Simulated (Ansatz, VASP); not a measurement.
# Cross-check of WS2 (Tungstenite) between VASP and Ansatz

One calculation is typed for both programs; each brings its own data sets. How far apart do they land? The cell is taken from a series of runs on this material, whose earlier steps may have relaxed, scaled, displaced or heated it; both programs get it as it stands.

Program: Ansatz 0.2.0. Level of theory: plane waves, with VASP 6.6.1 beside it; single point at HSE06. Results are calculated unless marked as measured.

## Step 1: Set-up

Symmetry: P6_3/mmc, No. 194, hexagonal system. Conventional cell: a = 3.151 Å, b = 3.151 Å, c = 12.091 Å, α = 90.00°, β = 90.00°, γ = 120.00°. Nearest to W lie 6 S at 2.41 Å. S has 3 W at 2.41 Å nearest. Farther neighbours and most contacts between anions are not listed.

Structure file:

```xyz
6
Lattice="3.1514 0.0000 0.0000 -1.5757 2.7292 0.0000 0.0000 0.0000 12.0905" Properties=species:S:1:pos:R:3 pbc="T T T"
W     0.0000    1.8195    3.0226
W     1.5757    0.9097    9.0679
S     0.0000    1.8195    7.4930
S     1.5757    0.9097    1.4477
S     0.0000    1.8195   10.6428
S     1.5757    0.9097    4.5976
```

## Step 2: VASP: single point, HSE06

With cell and atoms fixed, the geometry can't cause a difference; cores, projectors, grids and the points listed under the comparison can.

Lines of VASP's logs that name or quote its potential files are left out, and so is its time.

The run reads the wave functions of an earlier VASP run, which isn't shown here.

Contents of INCAR:

```
SYSTEM = WS2
PREC = Accurate
ENCUT = 400
EDIFF = 1E-06
NELM = 100
ISMEAR = 0
SIGMA = 0.01
LREAL = .FALSE.
ALGO = Normal
LHFCALC = .TRUE.
AEXX = 0.25
GGA = PE
HFSCREEN = 0.208
LASPH = .TRUE.
NBANDS = 24
PRECFOCK = Fast
LORBIT = 11
LWAVE = .FALSE.
LCHARG = .FALSE.
KPAR = 8
ISIF = 2
```

Contents of POSCAR:

```
WS2
1.0
    3.1514244389      0.0000000000      0.0000000000
   -1.5757122194      2.7292136222      0.0000000000
    0.0000000000      0.0000000000     12.0905251829
W S
2 4
Direct
    0.3333333333      0.6666666667      0.2500000000
    0.6666666667      0.3333333333      0.7500000000
    0.3333333333      0.6666666667      0.6197379494
    0.6666666667      0.3333333333      0.1197379494
    0.3333333333      0.6666666667      0.8802620506
    0.6666666667      0.3333333333      0.3802620506
```

Contents of KPOINTS:

```
Automatic mesh
0
Gamma
6 6 2
0 0 0
```

The projector-augmented-wave data sets are W and S (PBE family, release 64).

Launch:

```sh
mpirun -np 8 vasp_std
```

Numbers of over 12 decimals in the logs are rounded to 6 here.

The program printed:

```text
[banner, memory and clock lines left out]
running    8 mpi-ranks, on    1 nodes
 distrk:  each k-point on    1 cores,    8 groups
 distr:  one band on    1 cores,    1 groups

 POSCAR found type information on POSCAR W S
 POSCAR found :  2 types and       6 ions
|                                                                             |
|           W    W    AA    RRRRR   N    N  II  N    N   GGGG   !!!           |
|           W    W   A  A   R    R  NN   N  II  NN   N  G    G  !!!           |
|           W    W  A    A  R    R  N N  N  II  N N  N  G       !!!           |
|           W WW W  AAAAAA  RRRRR   N  N N  II  N  N N  G  GGG   !            |
|           WW  WW  A    A  R   R   N   NN  II  N   NN  G    G                |
|           W    W  A    A  R    R  N    N  II  N    N   GGGG   !!!           |
|                                                                             |
|     For optimal performance we recommend to set                             |
|       NCORE = 2 up to number-of-cores-per-socket                            |
|     NCORE specifies how many cores store one orbital (NPAR=cpu/NCORE).      |
|     This setting can greatly improve the performance of VASP for DFT.       |
|     The default, NCORE=1 might be grossly inefficient on modern             |
|     multi-core architectures or massively parallel machines. Do your        |
|     Unfortunately you need to use the default for GW and RPA                |
|     calculations (for HF NCORE is supported but not extensively tested      |
|     yet).                                                                   |
|                                                                             |

 LDA part: xc-table for (Slater+PW92), standard interpolation
 found WAVECAR, reading the header
 POSCAR, INCAR and KPOINTS ok, starting setup
 FFT: planning ... GRIDC
 FFT: planning ... GRID_SOFT
 FFT: planning ... GRID
 reading WAVECAR
 the WAVECAR file was read successfully
 initial charge from wavefunction
 entering main loop
       N       E                     dE             d eps       ncg     rms          rms(c)
DAV:   1    -0.563378690439E+02   -0.56338E+02   -0.18664E+00   680   0.145E+01    0.125E+01
DAV:   2    -0.563335554751E+02    0.43136E-02   -0.62508E-02   784   0.139E+00    0.732E+00
DAV:   3    -0.563321052426E+02    0.14502E-02   -0.14654E-02   840   0.650E-01    0.428E+00
DAV:   4    -0.563308355030E+02    0.12697E-02   -0.18644E-03   808   0.268E-01    0.257E+00
DAV:   5    -0.563306661702E+02    0.16933E-03   -0.13286E-03   848   0.178E-01    0.152E+00
DAV:   6    -0.563306308455E+02    0.35325E-04   -0.17393E-04   808   0.931E-02    0.855E-01
DAV:   7    -0.563306246209E+02    0.62246E-05   -0.54000E-05   920   0.416E-02    0.497E-01
DAV:   8    -0.563306246192E+02    0.17333E-08   -0.77888E-06   848   0.162E-02
   1 F= -.56330625E+02 E0= -.56330625E+02  d E =-.165352E-37
```

Parts of OUTCAR (step 2):

```text
ion  position               nearest neighbor table
   1  0.333  0.667  0.250-   4 2.41   6 2.41   4 2.41   6 2.41   4 2.41   6 2.41
   2  0.667  0.333  0.750-   3 2.41   5 2.41   3 2.41   5 2.41   3 2.41   5 2.41
   3  0.333  0.667  0.620-   2 2.41   2 2.41   2 2.41
   4  0.667  0.333  0.120-   1 2.41   1 2.41   1 2.41
   5  0.333  0.667  0.880-   2 2.41   2 2.41   2 2.41
   6  0.667  0.333  0.380-   1 2.41   1 2.41   1 2.41

  LATTYP: Found a hexagonal cell.
 ALAT       =     3.1514244389
 C/A-ratio  =     3.8365270744

 Subroutine GETGRP returns: Found 24 space group operations
 (whereof 12 operations were pure point group operations)

The static configuration has the point symmetry D_3d.
 The point group associated with its full space group is D_6h.

 Found     14 irreducible k-points:

   k-points           NKPTS =     14   k-points in BZ     NKDIM =     72   number of bands    NBANDS=     24

   dimension x,y,z NGX =    24 NGY =   24 NGZ =   80
   dimension x,y,z NGXF=    48 NGYF=   48 NGZF=  160

   ENCUT  =  400.0 eV  29.40 Ry    5.42 a.u.   5.14  5.14 19.72*2*pi/ulx,y,z

   NELECT =      36.0000    total number of electrons

 k-points in reciprocal lattice and weights: Automatic mesh
   0.00000000  0.00000000  0.00000000       0.014
   0.16666667  0.00000000  0.00000000       0.083
   0.33333333  0.00000000  0.00000000       0.083
   0.50000000  0.00000000  0.00000000       0.042
   0.16666667  0.16666667  0.00000000       0.083
   0.33333333  0.16666667  0.00000000       0.167
   0.33333333  0.33333333  0.00000000       0.028
   0.00000000  0.00000000  0.50000000       0.014
   0.16666667  0.00000000  0.50000000       0.083
[...]
0.33333333  0.16666667  0.50000000       0.167
   0.33333333  0.33333333  0.50000000       0.028

  exchange ACFDT corr.  =         0.00000000  see jH, gK, PRB 81, 115126

 average (electrostatic) potential at core
       1 -35.5505       2 -35.5506       3 -81.9760       4 -81.9760       5 -81.9760
       6 -81.9760

 E-fermi :   6.4049

 k-point     1 :       0.0000    0.0000    0.0000
  band No.  band energies     occupation
    ...
     14       3.8903      2.00000
     15       3.8903      2.00000
     16       4.6968      2.00000
     17       4.8878      2.00000
     18       6.3168      2.00000
     19       9.2522      0.00000
     20       9.2524      0.00000
     21       9.2916      0.00000
     22       9.2924      0.00000
     23       9.3111      0.00000
    ...

 k-point     2 :       0.1667    0.0000    0.0000
  band No.  band energies     occupation
    ...
     14       3.2019      2.00000
     15       3.6474      2.00000
     16       4.6235      2.00000
     17       4.8428      2.00000
     18       5.3221      2.00000
     19       8.4552      0.00000
     20       8.8501      0.00000
     21       9.1472      0.00000
     22       9.1855      0.00000
     23       9.1906      0.00000
    ...

 k-point     3 :       0.3333    0.0000    0.0000
  band No.  band energies     occupation
    ...
     14       3.6465      2.00000
     15       3.7031      2.00000
     16       3.8892      2.00000
     17       3.9683      2.00000
     18       4.3238      2.00000
     19       8.5074      0.00000
     20       8.7717      0.00000
     21       9.0009      0.00000
     22       9.3946      0.00000
     23       9.8165      0.00000
    ...

  Total       -1.1347835     -1.1347835     -1.3151297     -0.0000000      0.0000000      0.0000000
  in kB      -17.4837260    -17.4837260    -20.2623388     -0.0000000      0.0000000      0.0000000
  external PRESSURE =     -18.4099303 kB  Pullay stress =       0.0000000 kB

  energy-cutoff  :      400.00
  volume of cell :      103.99
      direct lattice vectors                 reciprocal lattice vectors
     3.151424439  0.000000000  0.000000000     0.317316826  0.183202955  0.000000000
    -1.575712219  2.729213622  0.000000000     0.000000000  0.366405910  0.000000000
     0.000000000  0.000000000 12.090525183     0.000000000  0.000000000  0.082709393

 POSITION                                       TOTAL-FORCE (eV/Angst)
 -----------------------------------------------------------------------------------
     -0.00000      1.81948      3.02263        -0.000000      0.000000     -0.000000
      1.57571      0.90974      9.06789         0.000000     -0.000000     -0.000000
     -0.00000      1.81948      7.49296         0.000000      0.000000      0.683071
      1.57571      0.90974      1.44769         0.000000     -0.000000      0.683071
     -0.00000      1.81948     10.64283        -0.000000      0.000000     -0.683071
      1.57571      0.90974      4.59757         0.000000     -0.000000     -0.683071
 -----------------------------------------------------------------------------------
    total drift:                               -0.000013     -0.000001     -0.000080

  FREE ENERGIE OF THE ION-ELECTRON SYSTEM (eV)
  ---------------------------------------------------
  free  energy   TOTEN  =       -56.3306246192 eV

  energy  without entropy=      -56.3306246192  energy(sigma->0) =      -56.33062462

 total charge
# of ion       s       p       d       tot
------------------------------------------
    1        0.656   0.742   4.471   5.869
    2        0.656   0.742   4.471   5.869
    3        1.357   2.368   0.000   3.724
    4        1.357   2.368   0.000   3.724
    5        1.357   2.368   0.000   3.724
    6        1.357   2.368   0.000   3.724
--------------------------------------------------
tot          6.738  10.955   8.942  26.636

[... 3 further parts left out ...]
```

This run has no spin polarisation, so a moment on W, if there is one, isn't seen. The data set W keeps the semicore shell frozen, which is cheaper and a little less accurate.

[end of part 1 of 2]

[Lines on the potential files, build, host, timing and source positions are cut from VASP's logs without a mark.]

[Logs are printed without paths, hosts, clocks, repeated set-up lines and the standing remarks that a program may print on its own settings, such as how far it seeks lower states.]

[Hosts, paths, dates, database ids (printed as entryN), source tags and the programs' standing remarks are cut or masked in the printed files.]
